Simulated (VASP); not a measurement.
All values below come from rev-vdW-DF2, VASP's PBE PAW potentials (set 64) (plane waves; VASP).

A VASP calculation is set up with these files.

POSCAR:
```
RuAl
1
    2.9911939428     0.0000000000     0.0000000000
    0.0000000000     2.9911939428     0.0000000000
   -0.0000000000    -0.0000000000     2.9911939428
Al Ru
1 1
Direct
  0.5000000000   0.5000000000   0.5000000000
  0.0000000000   0.0000000000   0.0000000000
```

**INCAR**
```
! general
SYSTEM    =  RuAl
PREC      =  Accurate
ENCUT     =  520
LREAL     =  .FALSE.
LASPH     =  .TRUE.   ! aspherical one-centre terms

! electronic loop
EDIFF     =  1E-7   ! SCF stop (eV)
NELM      =  100
ALGO      =  Normal   ! blocked Davidson
LMAXMIX   =  4   ! l cut-off of mixed one-centre charges

! smearing
ISMEAR    =  -5   ! tetrahedra, Bloechl

! functional
GGA       =  MK
LUSE_VDW  =  .TRUE.
AGGAC     =  0.0
PARAM1    =  0.1234568
PARAM2    =  0.7114
ZAB_VDW   =  -1.8867

! ions
ISIF      =  2   ! forces and stress, cell fixed

! output
LWAVE     =  .FALSE.
LCHARG    =  .TRUE.
LORBIT    =  11   ! lm-projected
NEDOS     =  601   ! DOS grid
```

### KPOINTS
```
K-points
0
gamma
 14 14 14
```

POTCAR, in this order: Al Ru_pv (PBE.64 set). Program: vasp_std.

**Question.** What will the output report for the number of irreducible k-points (NKPTS), largest plane-wave count, number of space-group operations, FFT grid (NGX, NGY, NGZ)?

**Answer.** 
| Item | Value |
|---|---|
| number of irreducible k-points (NKPTS) | 120 |
| largest plane-wave count | 739 |
| number of space-group operations | 48 |
| FFT grid (NGX, NGY, NGZ) | 24 × 24 × 24 |

The compound is RuAl in the CsCl type structure. It was relaxed first. The electron count is odd and the run is not spin-polarised, which forces a metal.
